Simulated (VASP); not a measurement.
Input of a VASP 6.6.1 run:

INCAR

```
PREC = Accurate
ENCUT = 520
EDIFF = 1E-6
ISMEAR = 0
SIGMA = 0.02
LREAL = F
LASPH = T
NELM = 80
ALGO = Normal
ISIF = 2
LWAVE = F
LCHARG = T
GGA = CA
LELF = T
LVHAR = T
NBANDS = 16
```

Contents of KPOINTS:

```
Automatic mesh
0
Gamma
  8 8 8
```

POSCAR

```
GaP
1.0
    0.0000000000      2.6956500742      2.6956500742
    2.6956500742      0.0000000000      2.6956500742
    2.6956500742      2.6956500742      0.0000000000
Ga P
1 1
Direct
    0.0000000000      0.0000000000      0.0000000000
    0.2500000000      0.2500000000      0.2500000000
```

Potentials or basis: VASP PAW LDA potentials, release 64 (Ga_d, P).

The run is started by

```console
$ cat potpaw_LDA.64/Ga_d/POTCAR potpaw_LDA.64/P/POTCAR > POTCAR
$ mpirun -np 1 vasp_std > vasp.out
```

**Question.** Estimate the band gap on the k mesh.

**Answer.** 1.43 eV, indirect (least direct gap 1.91 eV).

**Question.** Predict the pressure.

**Answer.** 0.1 GPa.

**The experiment to reproduce.**

“Stacking defects in GaP nanowires: Electronic structure and optical properties”, 2018, arxiv:1810.01194 quotes, for a bulk crystal of GaP at 10 K: band gap 2.34 eV (indirect).

Against the measured gap of GaP, 2.34 eV (indirect; 10 K; quoted in “Stacking defects in GaP nanowires: Electronic structure and optical properties”, 2018, arxiv:1810.01194), the calculated 1.43 eV is off by -0.91 eV. Spin-orbit coupling on Ga is left out. The value is that of LDA on a finite k mesh, which can miss the band edges, without temperature or zero-point motion. Semilocal functionals fall short of measured gaps as a rule.
